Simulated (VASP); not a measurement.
An input for Quantum ESPRESSO's pw.x (written as the equivalent of a VASP run, and not itself run):

```
&CONTROL
  calculation = 'scf'
  pseudo_dir = './pseudo'
  outdir = './out'
  tprnfor = .true.
  tstress = .true.
/
&SYSTEM
  ibrav = 0
  nat = 4
  ntyp = 2
  ecutwfc = 84
  occupations = 'smearing'
  smearing = 'methfessel-paxton'
  degauss = 0.00735
  input_dft = 'vdw-df2-b86r'
/
&ELECTRONS
  conv_thr = 7.3e-09
  electron_maxstep = 100
/
ATOMIC_SPECIES
  Ti 47.867 Ti.upf
  Pt 195.084 Pt.upf
CELL_PARAMETERS angstrom
     3.8478017    0.0000000    0.0000000
     0.0000000    3.8478017    0.0000000
     0.0000000    0.0000000    3.8478017
ATOMIC_POSITIONS crystal
  Ti   0.0000000  0.0000000  0.0000000
  Pt   0.0000000  0.5000000  0.5000000
  Pt   0.5000000  0.0000000  0.5000000
  Pt   0.5000000  0.5000000  0.0000000
K_POINTS automatic
  8 8 8 0 0 0
```

Translate this input to VASP (INCAR, KPOINTS, POSCAR, choice of POTCAR).

This is not unique; one that fits is 
POSCAR:
```
Pt3Ti
3.8478020
  0.9999999165   0.0000000000   0.0000000000
  0.0000000000   0.9999999165   0.0000000000
  0.0000000000   0.0000000000   0.9999999165
Ti Pt
1 3
direct
  0.0000000000   0.0000000000   0.0000000000
  0.0000000000   0.5000000000   0.5000000000
  0.5000000000   0.0000000000   0.5000000000
  0.5000000000   0.5000000000   0.0000000000
```

**INCAR**
```
LREAL  =  .FALSE.   ! projection in real space or not
LUSE_VDW  =  .TRUE.
SIGMA  =  0.1
ENCUT  =  520
LWAVE  =  .FALSE.
PARAM2  =  0.7114
LASPH  =  .TRUE.   ! aspherical one-centre terms
LMAXMIX  =  6
AGGAC  =  0.0
ZAB_VDW  =  -1.8867
GGA  =  MK
ISMEAR  =  1
ALGO  =  Normal
EDIFF  =  1E-7   ! SCF stop (eV)
NELM  =  100
PREC  =  Accurate
LCHARG  =  .FALSE.
SYSTEM  =  Pt3Ti
ISIF  =  2   ! forces and stress, cell fixed
PARAM1  =  0.1234568
```

### KPOINTS
```
K-points
0
Gamma
8 8 8
```

POTCAR, in this order: Ti_sv Pt (PBE.64 set). Program: vasp_std.

The two are equivalent in intent, not identical: the potentials are each code's own (VASP's PAW set, PseudoDojo norm-conserving files in pw.x), so ENCUT and ecutwfc are chosen apart and not converted; conv_thr bounds pw.x's estimated SCF error, while EDIFF bounds the energy change between steps.

The compound is Pt3Ti in the L1_2 structure. This cell is one point of a volume scan, at 0.94 of the reference volume.
